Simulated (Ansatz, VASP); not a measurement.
# WC (Qusongite): VASP beside Ansatz, part 2 of 2

Wanted: the spread between two codes on one cell, functional and k mesh. The cell is taken from a series of runs on this material, whose earlier steps may have relaxed, scaled, displaced or heated it; both programs get it as it stands.

VASP 6.6.1 and Ansatz 0.2.0.

So far: The structure; VASP: zone-centre phonons, PBEsol.

**3. Ansatz: zone-centre phonons, PBEsol**

Level of this step: Ansatz beside VASP: Kohn-Sham DFT, plane waves, PBEsol (Ansatz).

Ansatz runs on its PAW soft_1 files.

The same cell, functional, mesh and smearing now go to Ansatz, which takes its cutoff from its data sets.

The input, input.yaml:

```yaml
crystal:
  lattice:
    - [2.9167260862, 0.0, 0.0]
    - [-1.4583630431, 2.5259588865, 0.0]
    - [0.0, 0.0, 2.7432536454]
  atoms:
    - { symbol: C, position: [0.6666666561, 0.3333333439, 0.5] }
    - { symbol: W, position: [1.06e-08, -1.06e-08, 0.0] }
kpoints:
  mp_grid: { grid: [18, 18, 16] }
hamiltonian:
  xc: pbesol
  pseudopotentials: { kind: paw, azcp: { folder: soft_1 }, xc_functional: pbe }
scf:
  occupations: { method: methfessel_paxton, width: 0.2 }
output:
  eigenvalues: true
phonons:
  method: dfpt
```

Started as:

```
$ ansatz run input.yaml --threads 4 --pin off --max-ram 10240MiB --backend cpu --events-out ev --progress --plain --runs-dir out
```

Numbers of over 12 decimals in the logs are rounded to 6 here.

The program printed:

```text
zone centre: on kpoints.mp_grid the ground state, and the responses unless they are solved on pairs of k-points, stand on 819 of the mesh's 5184 k-points, reduced under 4 symmetry operations, with k and −k counted as one. Each operation leaves every solved displacement unchanged or reverses it
Engine: ansatz 0.2.0, x86_64-unknown-linux-gnu
Pseudopotentials: kind: paw
Pseudopotential: C, paw, valence charge 4, recommended cutoff 420 eV (normal), soft_1/C.paw.azcp
Pseudopotential: W, paw, valence charge 14, recommended cutoff 420 eV (normal), soft_1/W.paw.azcp
Functional definition: PBEsol
  exchange = pbesol_x
  correlation = pbesol_c
Crystal: 2 atoms, lattice volume = 20.211 Å³
Basis set: ecut = 420 eV, 405 PW (Γ), exchange–correlation on 40×40×40 points (8 copies of the dense FFT grid, shifted against one another)
Bands: 13, of which v1, the nominal top of the filled ones, is band 9 counted from 1 (8 counted from 0)
Symmetry: 12 space group operations
k-points: 819 of 5184 (irreducible under 4 space group operations, time reversal used)
Non-local potential: C, projectors of the file, l = 0: 2, l = 1: 2, l = 2: 1
Non-local potential: W, projectors of the file, l = 0: 3, l = 1: 2, l = 2: 2, l = 3: 1
PAW form: soft (Blöchl's): semilocal exchange-correlation on the pseudo side does not see the compensation charge
PAW frozen core: C, regenerated for the run's functional, and the local potential with it (the file was generated under x = pbe(κ = 0.804, μ = 0.219515), c = pbe(β = 0.066725))
PAW frozen core: W, regenerated for the run's functional, and the local potential with it (the file was generated under x = pbe(κ = 0.804, μ = 0.219515), c = pbe(β = 0.066725))
PAW one-centre angular grid: C, 110 points (default); XC on 64 Gauss nodes
PAW one-centre angular grid: W, 590 points (default); XC on 64 Gauss nodes
Initial density: superposition of atomic densities (chi_scale 0.1, normalization cell, long waves kept (reshape's long-wave potential 0.00 eV rms))
Initial wavefunctions: pseudopotential atomic-orbital guess
Functional: x = pbesol(κ = 0.804, μ = 0.123457), c = pbesol(β = 0.046)
SCF iter   1: F=—  HF=-10505.919423 eV  |F-HF|=—  |Δ(HF+E_count)|=         —  Δρ=1.32e-1  dr2=4.71e0  ethr=3.10e-3  ⟨swp⟩=5.0  Hψ=52710  notcnv=0
preconditioner: auto → none  [metal: Δε(μ)=0.032 eV  Ē_g=11.075 eV  σ=0.200 eV  W_gap=0.13  n_scr=8 (ndim 8)  ℏωp=26.1 eV  f_vac=0.000  D(μ)=0.26/eV (n_scr^D=0)  sad-step TF]
SCF iter   2: F=—  HF=-10505.328785 eV  |F-HF|=—  |Δ(HF+E_count)|=   5.91e-1  S|Δr|=    0.00e0  Δρ=9.39e-2  dr2=2.43e0  ethr=3.10e-3  ⟨swp⟩=2.0  Hψ=20351  notcnv=0
SCF iter   3: F=—  HF=-10504.693003 eV  |F-HF|=—  |Δ(HF+E_count)|=   6.36e-1  S|Δr|=    0.00e0  Δρ=9.07e-3  dr2=1.84e-2  ethr=3.10e-3  ⟨swp⟩=2.2  Hψ=18272  notcnv=0
SCF iter   4: F=—  HF=-10504.690960 eV  |F-HF|=—  |Δ(HF+E_count)|=   2.04e-3  S|Δr|=    0.00e0  Δρ=9.65e-4  dr2=7.23e-5  ethr=1.02e-4  ⟨swp⟩=1.1  Hψ=17076  notcnv=0
SCF iter   5: F=—  HF=-10504.691034 eV  |F-HF|=—  |Δ(HF+E_count)|=   7.41e-5  S|Δr|=    0.00e0  Δρ=1.41e-4  dr2=1.61e-6  ethr=4.02e-7  ⟨swp⟩=2.1  Hψ=17026  notcnv=0
SCF iter   6: F=—  HF=-10504.691035 eV  |F-HF|=—  |Δ(HF+E_count)|=   4.74e-7  S|Δr|=    0.00e0  Δρ=1.68e-5  dr2=3.25e-8  ethr=8.97e-9  ⟨swp⟩=1.3  Hψ=12216  notcnv=0
SCF iter   7: F=—  HF=-10504.691035 eV  |F-HF|=—  |Δ(HF+E_count)|=   4.09e-9  S|Δr|=    0.00e0  Δρ=1.69e-6  dr2=2.34e-10  ethr=1.80e-10  ⟨swp⟩=2.4  Hψ=15597  notcnv=0
SCF iter   8: F=-10504.691035 eV  HF=-10504.691035 eV  |F-HF|=9.09e-12  |Δ(HF+E_count)|=  5.82e-11  S|Δr|=    0.00e0  Δρ=2.51e-7  dr2=9.39e-12  ethr=1.00e-12  ⟨swp⟩=6.0  Hψ=46842  notcnv=0
SCF 1 converged in 8 iterations: F = -10504.691035 eV  dr2 = 9.39e-12
  greatest PAW one-centre occupation: 0.999 electrons in one spin orbital (limit 2), on the W atom at site 1 (counted from 0), in its partial waves of l = 0
DFPT response loops at Γ: preconditioner auto → Kerker (q_TF=auto, 2.676 Å⁻¹) (partly filled bands, converged f_vac=0.000); β = 1.00, the filter's whole step (`scf.mixing.beta` (0.50) is not read by the response loops under this deck's `scf.mixing.preconditioner`; to damp them name `kerker` or `kerker_dos`, under which they read `scf.mixing.beta`, and type it under 1.00, their step now; both keys bind the ground state too); Broyden in place of MSR1
SCF converged after 8 iterations
Stability not checked: this state was not tested for a lower state beside it, because cold or Methfessel-Paxton smearing, or corrected tetrahedra, fill the levels in a way that the test cannot read (fill_not_monotonic; see scf.lower_state_search)
Free energy (F): -10504.691035 eV
Harris-Foulkes:  -10504.691035 eV  (|F-HF|=9.09e-12)
Internal energy: -10504.690296 eV  (E = F + TS)
E sigma→0 (E₀):  -10504.690850 eV
Entropy (-TS):   -0.000739 eV (-0.369 meV/atom)
Fermi energy:    20.963060 eV
--- Per-component energies (eV) ---
  E_band       = -52.596761
  E_kinetic    = 512.084225
  E_local      = -587.868321  (includes V_loc(G=0)·N_el)
  E_nonlocal   = 0.045928
  E_hartree    = 243.392920
  E_xc         = -314.687281
  E_vxc        = -291.626664  (∫ρ·V_xc dr)
  E_paw        = -8547.191946  (= ΣΔE_a)
  E_vpaw       = -172.018006  (= ΣTr[D̂ρ^β])
  E_aug_tail   = 0.000158  (compensation charges beyond the density's cutoff)
  E_ewald      = -1810.708938
  E_core_change = 0.242958  (= ΣΔE_core)
  E_smearing   = -0.000739  (= −TS)
  E_closure    = 0.000000  (closes the sum)
  Σ components = -10504.691035   (vs F -10504.691035, Δ=0.00e0)
--- Band table (eV; the first three rows and the last of 819) ---
  k-point 0: bands = [... 5 lower, 16.4703, 17.2083, 17.2083, 21.4247, 24.3807, 24.3807, 26.8789, 26.8789]
  k-point 1: bands = [... 5 lower, 16.4625, 17.2563, 17.2563, 21.3726, 23.9640, 23.9640, 27.1432, 27.1432]
  k-point 2: bands = [... 5 lower, 16.3720, 17.3965, 17.3965, 21.3314, 23.1147, 23.1147, 27.4269, 27.4949]
  k-point 818: bands = [... 5 lower, 14.2310, 14.9790, 18.9999, 19.7483, 26.2324, 26.6414, 26.9985, 30.8895]
--- Phonons (Γ-DFPT): 4 representative perturbations + reference, on 819 of 5184 k-points (Σ response iterations 12) ---
  k mesh reduced under 4 symmetry operations, with k and −k counted as one. Each operation leaves every solved displacement unchanged or reverses it
  ASR residual: 1.689e-4 → 0.000e0 eV/Å²; symmetrization residual: 9.042e-7 eV/Å²
  ASR residual per site (eV/Å²): 1.69e-4 1.50e-4
  Γ frequencies (cm⁻¹): 0.00 0.00 0.00 638.67 647.98 647.98
  non-analytic LO–TO correction: not included (Born effective charges unavailable; polar crystals: no LO–TO splitting at Γ)
```

**4. Side by side**

Known differences besides the potentials themselves: the data sets hold 18 valence electrons in Ansatz (on its PAW soft_1 files) and 10 in VASP; the cutoff is 420 eV in Ansatz and 600 eV in VASP; Ansatz makes its cores anew for this functional, VASP keeps those of its PBE data sets. Total energies have different zeros and are not compared.

The two programs side by side:

| quantity | Ansatz | VASP | difference |
| --- | --- | --- | --- |
| optical mode 1 (cm⁻¹) | 638.7 | 646.5 | -1.21 % |
| optical mode 2 to 3 (cm⁻¹) | 648.0 | 657.0 | -1.38 % |

Modes are paired by rising frequency, not by their patterns, so a pair may set unlike modes beside each other; they are those without the splitting of longitudinal modes.

**5. Results**

```yaml
r_m_s_difference_of_the_optical_zone_centre_modes_each_program_s_sorted_by_frequency_zone_centre_phonons_pbesol: 8.7 cm⁻¹
difference_in_optical_mode_2_to_3_zone_centre_phonons_pbesol: -1.4 %
```

The r.m.s. difference of the optical zone-centre modes, each program's sorted by frequency is 8.7 cm⁻¹ (zone-centre phonons, PBEsol). The data sets hold unlike numbers of valence electrons (18 in Ansatz and 10 in VASP), so part of the differences comes from the potentials. Among the rows given in per cent, the largest difference of the zone-centre phonons, PBEsol pair is in optical mode 2 to 3, -1.4 %. How closely two codes agree says nothing of how well the functional describes the real material.

[Lines on the potential files, build, host, timing and source positions are cut from VASP's logs without a mark.]

[Logs are printed without paths, hosts, clocks, repeated set-up lines and the standing remarks that a program may print on its own settings, such as how far it seeks lower states.]

[Hosts, paths, dates, database ids (printed as entryN), source tags and the programs' standing remarks are cut or masked in the printed files.]
